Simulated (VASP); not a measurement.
Method: PBE GGA, VASP's PBE PAW potentials (set 64) (plane waves; VASP 6.6.1).

VASP input:

POSCAR:
```
Mg
1.0
  1.5000994857  -2.5982489961   0.0000000000
  1.5000994857   2.5982489961   0.0000000000
  0.0000000000   0.0000000000   4.8617335966
Mg
2
Cartesian
  1.5000994857   0.8660847309   1.2154333991
  1.5000994857  -0.8660847309   3.6463001974
```

INCAR:
```
ALGO  =  Normal
EDIFF  =  1E-6
EDIFFG  =  -0.02
ENCUT  =  500
GGA  =  PE
IBRION  =  2
ISIF  =  3
ISMEAR  =  1
LASPH  =  .TRUE.
LCHARG  =  .FALSE.
LREAL  =  .FALSE.
LWAVE  =  .FALSE.
NELM  =  100
NSW  =  40
PREC  =  Accurate
PSTRESS  =  200
SIGMA  =  0.1
SYSTEM  =  Mg
```

KPOINTS:
```
Regular mesh
0
G
 14 14 8
```

POTCAR, in this order: Mg (PBE.64 set). Program: vasp_std.

### Question
What will the output report for the number of irreducible k-points (NKPTS), largest plane-wave count, number of space-group operations, FFT grid (NGX, NGY, NGZ)?

### Answer

| Item | Value |
|---|---|
| number of irreducible k-points (NKPTS) | 120 |
| largest plane-wave count | 989 |
| number of space-group operations | 24 |
| FFT grid (NGX, NGY, NGZ) | 24 × 24 × 36 |

The compound is Mg in the hcp structure. This run relaxes it under an external pressure of 20 GPa. Symmetry was kept, so distortions that lower it aren't found.
